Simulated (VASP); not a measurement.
A run of VASP 6.6.1:

POSCAR

```
NbCd
1.0
    0.0000000000      2.7373289900      2.7373289900
    2.7373289900      0.0000000000      2.7373289900
    2.7373289900      2.7373289900      0.0000000000
Nb Cd
1 1
Direct
    0.0000000000      0.0000000000      0.0000000000
    0.5000000000      0.5000000000      0.5000000000
```

INCAR.step1

```
SYSTEM = NbCd
PREC = Accurate
ENCUT = 520
ISMEAR = -1
SIGMA = 0.1
LREAL = .FALSE.
LASPH = .TRUE.
NELM = 100
NBANDS = 20
GGA = PE
ALGO = Normal
EDIFF = 1E-4
LWAVE = .TRUE.
LCHARG = .FALSE.
```

Contents of INCAR.step2:

```
SYSTEM = NbCd
PREC = Accurate
ENCUT = 520
EDIFF = 1E-6
ISMEAR = -1
SIGMA = 0.1
LREAL = .FALSE.
LASPH = .TRUE.
NELM = 100
ALGO = Normal
ISIF = 2
LWAVE = .FALSE.
LCHARG = .FALSE.
METAGGA = R2SCAN
LMIXTAU = .TRUE.
NBANDS = 20
ISTART = 1
```

The input KPOINTS:

```
regular mesh
0
G
  11 11 11
  0 0 0
```

Potentials or basis: VASP PAW PBE potentials, release 64 (Nb_sv, Cd).

Command:

```sh
$ cat potpaw_PBE.64/Nb_sv/POTCAR potpaw_PBE.64/Cd/POTCAR > POTCAR
$ cp INCAR.step1 INCAR
$ mpirun -np 1 vasp_std > vasp.out
$ cp INCAR.step2 INCAR
$ mpirun -np 1 vasp_std > vasp.out
```

Hardware: 1 thread of Intel(R) Xeon(R) Platinum 8375C CPU @ 2.90GHz (Ice Lake), on a shared host.

**Question.** Estimate the wall time of this run.

**Answer.** Wall time 5.2 min on 1 thread of Intel(R) Xeon(R) Platinum 8375C CPU @ 2.90GHz (Ice Lake), with other jobs on the host, peak memory 0.2 GiB. Counts: scf iterations 12, k points 56.
